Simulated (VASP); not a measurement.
OSZICAR of a VASP run on Sr (fcc):

### OSZICAR
```
       N       E                     dE             d eps       ncg     rms          rms(c)
DAV:   1     0.354474349512E+02    0.35447E+02   -0.52184E+03  1296   0.995E+02
DAV:   2    -0.334921829041E+00   -0.35782E+02   -0.35319E+02  1539   0.171E+02
DAV:   3    -0.141228448645E+01   -0.10774E+01   -0.10483E+01  1848   0.246E+01
DAV:   4    -0.143898770712E+01   -0.26703E-01   -0.26683E-01  1713   0.341E+00
DAV:   5    -0.143998700573E+01   -0.99930E-03   -0.99925E-03  1869   0.407E-01    0.153E+01
DAV:   6    -0.142304258946E+01    0.16944E-01   -0.10463E-02  1960   0.819E-01    0.905E+00
DAV:   7    -0.141472107741E+01    0.83215E-02   -0.21521E-02  1955   0.109E+00    0.186E-01
DAV:   8    -0.141487661390E+01   -0.15554E-03   -0.59552E-04  1487   0.247E-01    0.389E-02
DAV:   9    -0.141487811899E+01   -0.15051E-05   -0.24473E-05  2038   0.448E-02    0.212E-02
DAV:  10    -0.141487718663E+01    0.93236E-06   -0.25939E-06  1596   0.954E-03
   1 F= 0.71223898E+00 E0= 0.71230477E+00  d E =0.712239E+00
```

**Question.** Which electronic solver shows in the log?

**Answer.** It is blocked Davidson (ALGO = Normal, or the opening steps of other solvers). The INCAR had ALGO = Normal.

**Question.** Can the final energy be trusted as converged?

**Answer.** The calculation finished and met its thresholds. It stopped with EDIFF = 1E-6, NELM = 100, NSW = 40 and EDIFFG = -0.02 after 1 ionic step (PBEsol GGA, plane waves, VASP's PBE PAW potentials (set 64)).

The compound is Sr in the fcc structure. It was relaxed first under an external pressure of 10 GPa.
